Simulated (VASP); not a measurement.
Level of theory: PBE GGA with spin-orbit coupling, VASP's PBE PAW potentials (set 64) (plane waves; VASP).

Input for VASP

**POSCAR**
```
ZrB
3.1437910
  1.0000000000   0.0000000000   0.0000000000
 -0.5000001590   0.8660251270   0.0000000000
  0.0000000000   0.0000000000   0.9759503733
Zr B
1 1
direct
  0.0000000000   0.0000000000   0.0000000000
  0.6666670000   0.3333330000   0.5000000000
```

### KPOINTS
```
Automatic mesh
0
Gamma
6 6 6
0 0 0
```

**INCAR**
```
LREAL=.FALSE.
LMAXMIX=4   # l cut-off of mixed one-centre charges
NELM=100   # most electronic steps
GGA_COMPAT=.FALSE.
LCHARG=.FALSE.
LORBIT=11
SIGMA=0.136
LNONCOLLINEAR=.TRUE.
LSORBIT=.TRUE.
LWAVE=.FALSE.
GGA=PE   # PBE
ISMEAR=0   # Gaussian
ISIF=2
LASPH=.TRUE.
ALGO=Normal
ENCUT=400   # plane-wave cut-off (eV)
MAGMOM=0.0 0.0 0.0 0.0 0.0 0.0
EDIFF=1E-6   # SCF stop (eV)
SYSTEM=ZrB
PREC=Accurate
```

POTCAR, in this order: Zr_sv B (PBE.64 set). Program: vasp_ncl.

At this cut-off the stress carries a Pulay error, which pulls relaxed volumes low.

Question: What does the run give for the energy per atom (σ→0), pressure, band gap (on the k-mesh)?

Answer: 
The energy per atom (σ→0) is -7.256 eV/atom. The band gap (on the k-mesh) is none (metal, semimetal or under 0.01 eV) and the pressure is 27.65 GPa.

File OSZICAR:
```
...
DAV:   7    -0.145169761530E+02   -0.37199E-01   -0.50682E-01  2740   0.416E+00    0.413E+00
DAV:   8    -0.145207569625E+02   -0.37808E-02   -0.33915E-02  2036   0.200E+00    0.805E-01
DAV:   9    -0.145205795834E+02    0.17738E-03   -0.45913E-03  2348   0.560E-01    0.157E-01
DAV:  10    -0.145206009330E+02   -0.21350E-04   -0.20151E-04  2274   0.123E-01    0.775E-02
DAV:  11    -0.145206127284E+02   -0.11795E-04   -0.62547E-05  2396   0.108E-01    0.158E-02
DAV:  12    -0.145206143195E+02   -0.15912E-05   -0.98607E-06  2188   0.287E-02    0.466E-03
DAV:  13    -0.145206140185E+02    0.30101E-06   -0.60578E-07  1376   0.812E-03
   1 F= -.14520614E+02 E0= -.14511643E+02  d E =-.179418E-01  mag=     0.0000     0.0000    -0.0000
```

The structure was generated: ZrB was put into an ordered model structure, which need not be its known phase. The cell was not relaxed at this level. The k-mesh is coarse (spacing up to 0.38 per Å, 2π included), so the numbers may not be converged in it. The run is one of a series of settings (GGA_COMPAT = .FALSE., LNONCOLLINEAR = .TRUE., LSORBIT = .TRUE., MAGMOM = 0.0 0.0 0.0 0.0 0.0 0.0, program vasp_ncl against the base run), some of them coarse on purpose.
